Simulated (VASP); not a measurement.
```xyz
3
Lattice="-1.6371 1.6371 3.9933 1.6371 -1.6371 3.9933 1.6371 1.6371 -3.9933" Properties=species:S:1:pos:R:3 pbc="T T T"
Si     0.0000     0.0000     5.3111
Si     0.0000     0.0000     2.6755
W      0.0000     0.0000     0.0000
```

Computed with PBE GGA + U (Dudarev), VASP's PBE PAW potentials (set 64) (plane waves; VASP 6.6.1). Settings: 400 eV cut-off, 12×12×12 Γ-centred mesh, first-order Methfessel-Paxton smearing of 0.10 eV, potentials Si W_sv, U − J: W 8.00 eV.

Unless said otherwise, spin-orbit coupling is left out, though it shifts the bands of the heavy elements here.

What does the run give for the energy per atom (σ→0), pressure, largest force, band gap (on the k-mesh) with the smallest direct gap where there is one?

| Quantity | Value |
|---|---|
| band gap (on the k-mesh) | none (metal, semimetal or under 0.01 eV) |
| energy per atom (σ→0) | -5.305 eV/atom |
| pressure | -10.9 kbar |
| largest force | 0.174 eV/Å |

The absolute energy has meaning only against runs of the same code, potentials and settings.

The compound is WSi2 in the MoSi2 type structure. The cell was not relaxed at this level. The run is one of a series of settings (LDAU = .TRUE., LDAUJ = 0 0, LDAUL = -1 2, LDAUTYPE = 2, LDAUU = 0 8.0 against the base run), some of them coarse on purpose.
